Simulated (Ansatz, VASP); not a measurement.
## Cross-check of WSe2 between VASP and Ansatz

Wanted: the spread between two codes on one cell, functional and k mesh. The cell is taken from a series of runs on this material, whose earlier steps may have relaxed, scaled, displaced or heated it; both programs get it as it stands.

Calculated with Ansatz 0.2.0; plane waves, with VASP 6.6.1 beside it; zone-centre phonons at PBEsol.

## Step 1: The structure

Symmetry: P6_3/mmc, No. 194, hexagonal system. Conventional cell: a = 3.290 Å, b = 3.290 Å, c = 12.970 Å, α = 90.00°, β = 90.00°, γ = 120.00°. W has 6 Se at 2.53 Å nearest. Nearest to Se lie 3 W at 2.53 Å. Farther neighbours and most contacts between anions are not listed.

As a file:

```cif
data_structure
_symmetry_space_group_name_H-M 'P6_3/mmc'
_symmetry_Int_Tables_number 194
_cell_length_a 3.2900
_cell_length_b 3.2900
_cell_length_c 12.9700
_cell_angle_alpha 90.000
_cell_angle_beta 90.000
_cell_angle_gamma 120.000
_cell_volume 121.58
loop_
_atom_site_label
_atom_site_type_symbol
_atom_site_symmetry_multiplicity
_atom_site_Wyckoff_symbol
_atom_site_fract_x
_atom_site_fract_y
_atom_site_fract_z
_atom_site_occupancy
W1 W 2 c 0.33333 0.66667 0.25000 1
Se1 Se 4 f 0.33333 0.66667 0.62156 1
```

## Step 2: VASP: zone-centre phonons, PBEsol

Second derivatives magnify differences that forces hide, and they need a tight electronic threshold.

Lines of VASP's logs that name or quote its potential files are left out, and so is its time.

File INCAR:

```
SYSTEM = WSe2
PREC = Accurate
ENCUT = 600
EDIFF = 1E-08
NELM = 120
ISMEAR = 0
SIGMA = 0.01
LREAL = .FALSE.
ALGO = Normal
GGA = PS
NBANDS = 24
LASPH = .TRUE.
LORBIT = 11
LWAVE = .FALSE.
LCHARG = .FALSE.
ISIF = 2
IBRION = 8
GGA_COMPAT = .FALSE.
EFERMI = MIDGAP
KPAR = 2
```

File POSCAR:

```
WSe2
1.0
    3.2900000000      0.0000000000      0.0000000000
   -1.6450000000      2.8492235785      0.0000000000
    0.0000000000      0.0000000000     12.9700000000
W Se
2 4
Direct
    0.3333333333      0.6666666667      0.2500000000
    0.6666666667      0.3333333333      0.7500000000
    0.3333333333      0.6666666667      0.6215637461
    0.6666666667      0.3333333333      0.1215637461
    0.3333333333      0.6666666667      0.8784362539
    0.6666666667      0.3333333333      0.3784362539
```

File KPOINTS:

```
Automatic mesh
0
Gamma
9 9 2
0 0 0
```

The projector-augmented-wave data sets are W and Se (PBE family, release 64).

The run is started by

```
$ mpirun -np 2 vasp_std
```

Numbers of over 12 decimals in the logs are rounded to 6 here.

The log of the run:

```text
[banner, memory and clock lines left out]
running    2 mpi-ranks, on    1 nodes
 distrk:  each k-point on    1 cores,    2 groups
 distr:  one band on    1 cores,    1 groups

 POSCAR found type information on POSCAR W Se
 POSCAR found :  2 types and       6 ions
|                                                                             |
|               ----> ADVICE to this user running VASP <----                  |
|                                                                             |
|     You enforced a specific xc type in the INCAR file but a different       |
|     [... a line on the potential file left out ...]
|     I HOPE YOU KNOW WHAT YOU ARE DOING!                                     |
|                                                                             |

 LDA part: xc-table for (Slater+PW92), standard interpolation
 POSCAR, INCAR and KPOINTS ok, starting setup
 FFT: planning ... GRIDC
 FFT: planning ... GRID_SOFT
 FFT: planning ... GRID
 WAVECAR not read
 entering main loop
       N       E                     dE             d eps       ncg     rms          rms(c)
DAV:   1     0.198997010020E+03    0.19900E+03   -0.16906E+04  1152   0.147E+03
DAV:   2    -0.311340490398E+02   -0.23013E+03   -0.22042E+03  1544   0.284E+02
DAV:   3    -0.483481991222E+02   -0.17214E+02   -0.17060E+02  1536   0.737E+01
DAV:   4    -0.487170378947E+02   -0.36884E+00   -0.36799E+00  1520   0.118E+01
DAV:   5    -0.487241628175E+02   -0.71249E-02   -0.71212E-02  1592   0.141E+00    0.321E+01
DAV:   6    -0.471193065105E+02    0.16049E+01   -0.76112E+00  1712   0.132E+01    0.127E+01
DAV:   7    -0.468532270684E+02    0.26608E+00   -0.39688E+00  1536   0.102E+01    0.779E+00
DAV:   8    -0.466733070961E+02    0.17992E+00   -0.58870E-01  1552   0.464E+00    0.653E-01
DAV:   9    -0.466717745133E+02    0.15326E-02   -0.56287E-02  1624   0.127E+00    0.423E-01
DAV:  10    -0.466710135119E+02    0.76100E-03   -0.54959E-03  1488   0.426E-01    0.234E-01
DAV:  11    -0.466709704210E+02    0.43091E-04   -0.83238E-04  1472   0.150E-01    0.157E-01
DAV:  12    -0.466709588796E+02    0.11541E-04   -0.25959E-04  1608   0.931E-02    0.388E-02
DAV:  13    -0.466709609370E+02   -0.20573E-05   -0.17903E-05  1616   0.236E-02    0.975E-03
DAV:  14    -0.466709609412E+02   -0.42637E-08   -0.15776E-06  1592   0.696E-03    0.497E-03
DAV:  15    -0.466709609832E+02   -0.41985E-07   -0.14897E-07  1520   0.216E-03    0.231E-03
DAV:  16    -0.466709608896E+02    0.93599E-07   -0.59330E-08  1504   0.119E-03    0.141E-03
DAV:  17    -0.466709608910E+02   -0.14174E-08   -0.10313E-08   960   0.619E-04
   1 F= -.46670961E+02 E0= -.46670961E+02  d E =0.000000E+00
 Linear response reoptimize wavefunctions to high precision
DAV:   1    -0.466709608721E+02    0.18949E-07   -0.32949E-09  1176   0.428E-04
DAV:   2    -0.466709608722E+02   -0.10550E-09   -0.50057E-10   896   0.122E-04
DAV:   3    -0.466709608722E+02    0.24556E-10   -0.18502E-10   856   0.819E-05
 Linear response DOF=           4
 Linear response progress:
  Degree of freedom:   1/  4
       N       E                     dE             d eps       ncg     rms          rms(c)
RMM:   1    -0.115494080355E+00   -0.11549E+00   -0.98897E-02  6386   0.142E+00
RMM:   2    -0.111536109313E+00    0.39580E-02   -0.37925E-03  6354   0.277E-01    0.153E-01
RMM:   3    -0.111030840711E+00    0.50527E-03   -0.37732E-04  6584   0.787E-02    0.913E-02
RMM:   4    -0.110851365010E+00    0.17948E-03   -0.28865E-04  6422   0.860E-02    0.124E-02
RMM:   5    -0.110896381795E+00   -0.45017E-04   -0.12469E-05  7134   0.117E-02    0.376E-03
RMM:   6    -0.110909577679E+00   -0.13196E-04   -0.15119E-06  6974   0.336E-03    0.537E-04
RMM:   7    -0.110907273056E+00    0.23046E-05    0.37197E-07  7296   0.812E-04    0.128E-04
RMM:   8    -0.110906557463E+00    0.71559E-06    0.48688E-07  7621   0.258E-04    0.473E-05
RMM:   9    -0.110906458195E+00    0.99268E-07    0.12602E-07  7611   0.109E-04    0.238E-05
RMM:  10    -0.110906434654E+00    0.23541E-07   -0.27269E-10  7526   0.816E-05    0.449E-06
RMM:  11    -0.110906468986E+00   -0.34332E-07    0.13530E-08  7744   0.617E-05    0.181E-06
RMM:  12    -0.110906474316E+00   -0.53301E-08    0.27146E-08  7118   0.566E-05    0.752E-07
 first order change of Fermi-energy  -0.13127E-03
 force on displaced ion       1 direction 1 : -18.831  -0.000  -0.000
 Linear response progress:
  Degree of freedom:   2/  4
       N       E                     dE             d eps       ncg     rms          rms(c)
RMM:   1    -0.159743725045E+00   -0.15974E+00   -0.14997E-01  2299   0.158E+00
RMM:   2    -0.145107716009E+00    0.14636E-01   -0.72711E-03  1854   0.407E-01    0.153E-01
RMM:   3    -0.144515719495E+00    0.59200E-03   -0.67027E-04  1924   0.964E-02    0.884E-02
RMM:   4    -0.144409912435E+00    0.10581E-03   -0.36562E-04  1871   0.845E-02    0.265E-02
RMM:   5    -0.144506146356E+00   -0.96234E-04   -0.16540E-05  2032   0.196E-02    0.855E-03
RMM:   6    -0.144550006646E+00   -0.43860E-04   -0.62881E-06  2023   0.674E-03    0.156E-03
RMM:   7    -0.144551751711E+00   -0.17451E-05   -0.13496E-06  2112   0.169E-03    0.699E-04
RMM:   8    -0.144553722103E+00   -0.19704E-05   -0.14576E-06  2108   0.678E-04    0.299E-04
RMM:   9    -0.144553143382E+00    0.57872E-06   -0.33837E-07  2127   0.373E-04    0.520E-05
RMM:  10    -0.144553348754E+00   -0.20537E-06   -0.57638E-07  2145   0.150E-04    0.301E-05
RMM:  11    -0.144553308271E+00    0.40484E-07   -0.13209E-07  2210   0.102E-04    0.682E-06
RMM:  12    -0.144553288320E+00    0.19950E-07   -0.98288E-08  2303   0.810E-05    0.742E-06
RMM:  13    -0.144553302932E+00   -0.14612E-07   -0.31878E-08  2227   0.730E-05    0.188E-06
RMM:  14    -0.144553304484E+00   -0.15517E-08   -0.21207E-08  2244   0.705E-05    0.445E-07
 first order change of Fermi-energy   0.25118E-05
 force on displaced ion       1 direction 3 :  -0.000  -0.000 -29.099
 Linear response progress:
  Degree of freedom:   3/  4
       N       E                     dE             d eps       ncg     rms          rms(c)
RMM:   1    -0.714690007407E-01   -0.71469E-01    0.46013E-02  9003   0.127E+00
RMM:   2    -0.705441038231E-01    0.92490E-03   -0.23079E-03  6529   0.244E-01    0.946E-02
RMM:   3    -0.706703795656E-01   -0.12628E-03   -0.19931E-04  7228   0.436E-02    0.582E-02
RMM:   4    -0.708359230153E-01   -0.16554E-03   -0.37973E-05  6933   0.302E-02    0.647E-03
RMM:   5    -0.708113958523E-01    0.24527E-04   -0.27552E-06  7397   0.578E-03    0.442E-03
RMM:   6    -0.707872387282E-01    0.24157E-04   -0.73816E-07  6986   0.301E-03    0.577E-04
RMM:   7    -0.707866495607E-01    0.58917E-06   -0.80325E-07  7771   0.724E-04    0.135E-04
RMM:   8    -0.707872831664E-01   -0.63361E-06    0.28806E-07  7529   0.255E-04    0.438E-05
RMM:   9    -0.707871355997E-01    0.14757E-06    0.26558E-07  7990   0.134E-04    0.152E-05
RMM:  10    -0.707870748654E-01    0.60734E-07    0.23847E-07  7750   0.966E-05    0.862E-06
RMM:  11    -0.707870476698E-01    0.27196E-07    0.19205E-07  7754   0.887E-05    0.141E-06
RMM:  12    -0.707870534853E-01   -0.58155E-08    0.20175E-07  7439   0.816E-05    0.734E-07
RMM:  13    -0.707870560123E-01   -0.25270E-08    0.21178E-07  5888   0.799E-05    0.316E-07
RMM:  14    -0.707870571258E-01   -0.11135E-08    0.22472E-07  5222   0.796E-05    0.813E-08
 first order change of Fermi-energy   0.15590E-04
 force on displaced ion       3 direction 1 :  -9.103  -0.000  -0.001
 Linear response progress:
  Degree of freedom:   4/  4
       N       E                     dE             d eps       ncg     rms          rms(c)
RMM:   1    -0.124999497762E+00   -0.12500E+00    0.68006E-02  2633   0.136E+00
RMM:   2    -0.121257680421E+00    0.37418E-02   -0.41550E-03  1932   0.318E-01    0.261E-01
RMM:   3    -0.121149885556E+00    0.10779E-03   -0.62736E-04  1979   0.972E-02    0.206E-01
RMM:   4    -0.121157600916E+00   -0.77154E-05   -0.19237E-04  1998   0.517E-02    0.449E-02
RMM:   5    -0.121193449996E+00   -0.35849E-04   -0.63680E-05  1950   0.319E-02    0.867E-03
RMM:   6    -0.121195932888E+00   -0.24829E-05   -0.98447E-06  2113   0.951E-03    0.311E-03
RMM:   7    -0.121198245018E+00   -0.23121E-05   -0.11666E-06  2103   0.347E-03    0.117E-03
RMM:   8    -0.121199591141E+00   -0.13461E-05    0.77329E-07  2188   0.106E-03    0.505E-04
RMM:   9    -0.121201129608E+00   -0.15385E-05    0.45135E-07  2164   0.472E-04    0.177E-04
RMM:  10    -0.121201452429E+00   -0.32282E-06    0.23927E-07  2271   0.201E-04    0.600E-05
RMM:  11    -0.121201627967E+00   -0.17554E-06    0.14836E-07  2234   0.121E-04    0.234E-05
RMM:  12    -0.121201684111E+00   -0.56144E-07   -0.22048E-07  2308   0.940E-05    0.953E-06
RMM:  13    -0.121201681105E+00    0.30068E-08   -0.38408E-08  2338   0.813E-05    0.322E-06
 first order change of Fermi-energy   0.65039E+00
 force on displaced ion       3 direction 3 :  -0.000  -0.000 -16.454
 Linear response finished
```

(Continued in part 2 of 2.)

[Lines on the potential files, build, host, timing and source positions are cut from VASP's logs without a mark.]

[Logs are printed without paths, hosts, clocks, repeated set-up lines and the standing remarks that a program may print on its own settings, such as how far it seeks lower states.]

[Hosts, paths, dates, database ids (printed as entryN), source tags and the programs' standing remarks are cut or masked in the printed files.]
